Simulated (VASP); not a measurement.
Given:

```
CELL_PARAMETERS angstrom
      0.00000     3.00923     3.00923
      3.00923     0.00000     3.00923
      3.00923     3.00923     0.00000
ATOMIC_POSITIONS crystal
  Sr 0.00000 0.00000 0.00000
```

These are PBE GGA, VASP's PBE PAW potentials (set 64) (plane waves; VASP 6.6.1) values and carry that method's errors. Settings: 480 eV cut-off, 8×8×8 Γ-centred mesh, Gaussian smearing of 0.050 eV, potentials Sr_sv.

Energy and stress use the plane-wave basis of the starting cell.

Task: The ions, cell shape and volume at an external pressure of 30.0 GPa are relaxed. What does this cell relax into?

Result: 
```
CELL_PARAMETERS angstrom
      0.00000     2.30821     2.30821
      2.30821     0.00000     2.30821
      2.30821     2.30821     0.00000
ATOMIC_POSITIONS crystal
  Sr 0.00000 0.00000 0.00000
```
Space group Fm-3m (225), at a tolerance of 0.03 Å.

Task: How do energy and volume change from the first to the last step?

Result: The energy (σ→0) changes by +1709.5 meV/atom and the volume by -54.9 %, in 9 ionic steps.

The compound is Sr in the fcc structure. This run relaxes it under an external pressure of 30 GPa. Symmetry was kept, so distortions that lower it aren't found.
